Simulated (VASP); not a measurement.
**MgCd (space group Pm-3m): computed properties**

Calculation: PBEsol GGA, VASP's PBE PAW potentials (set 64) (plane waves; VASP 6.6.1).

| Property | Value |
|---|---|
| space group | Pm-3m (221) |
| cell | a = b = c = 3.441 Å, α = β = γ = 90.00° |
| volume per atom | 20.37 Å³/atom |
| band gap (over mesh and band path) | none (metal, semimetal or under 0.01 eV) |
| Hill bulk modulus | 51.9 GPa |
| Hill shear modulus | 14.3 GPa |
| Poisson's ratio | 0.374 |
| band gap with spin-orbit coupling | none (metallic) |
| density | 5.57 g/cm³ |
| optical Γ-point spectrum | 187 (×3) cm⁻¹ |
| C11 | 63.2 GPa |
| C12 | 46.3 GPa |
| C44 | 20.4 GPa |

CdMg is modelled in the cubic space group Pm-3m (No. 221), the CsCl type structure, Pearson symbol cP2. Cell: a = b = c = 3.441 Å, α = β = γ = 90.00°. Mg on 1b has 8 Cd at 2.980 Å and 6 Mg at 3.441 Å. Cd on 1a is surrounded by 8 Mg at 2.980 Å and 6 Cd at 3.441 Å. (Neighbours: up to the widest gap in distance over summed covalent radii, below 1.35, at either atom.)

Finite-difference elastic constants of metals are sensitive to mesh and smearing; shear constants can be off by tens of GPa.

The structure comes from a computed database's MgCd entry (Pm-3m); how it stands against other phases isn't given here. It was relaxed first. Symmetry was kept, so distortions that lower it aren't found.
